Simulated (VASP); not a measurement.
The system is InP.

```xyz
2
Lattice="0.0000 2.9305 2.9305 2.9305 0.0000 2.9305 2.9305 2.9305 0.0000" Properties=species:S:1:pos:R:3 pbc="T T T"
In    0.0000    0.0000    0.0000
P     1.4652    1.4652    1.4652
```

* Program: VASP 6.6.1
* Task: relaxation of cell and atoms
* Functional: PBE
* Potentials or basis: VASP PAW PBE potentials, release 64 (In_d, P)
* Cutoff: 520 eV
* k mesh: 6 × 6 × 6
* Occupations: gaussian, width 0.02 eV
* Spin: no spin polarisation

At the start: pressure 3.3 GPa; volume 25.17 Å³/atom.

Task: How do energy, volume and symmetry change on relaxing?

Result: Over 3 steps the energy falls by 12.3 meV/atom and the volume is 26.43 Å³/atom (+5.0 %); space group F-43m (No. 216, to 0.05 Å).

The path:
| step | energy change (eV) | largest force (eV/Å) | pressure (GPa) | volume (Å³) |
| --- | --- | --- | --- | --- |
| 1 | 0.0000 | 0.0000 | 3.28 | 50.33 |
| 2 | -0.0187 | 0.0000 | -1.40 | 54.18 |
| 3 | -0.0246 | 0.0000 | 0.01 | 52.85 |

Final structure:
```
In P
1.0
     0.00000    2.97863    2.97863
     2.97863    0.00000    2.97863
     2.97863    2.97863    0.00000
In P
1 1
Direct
  0.00000 0.00000 0.00000
  0.25000 0.25000 0.25000
```
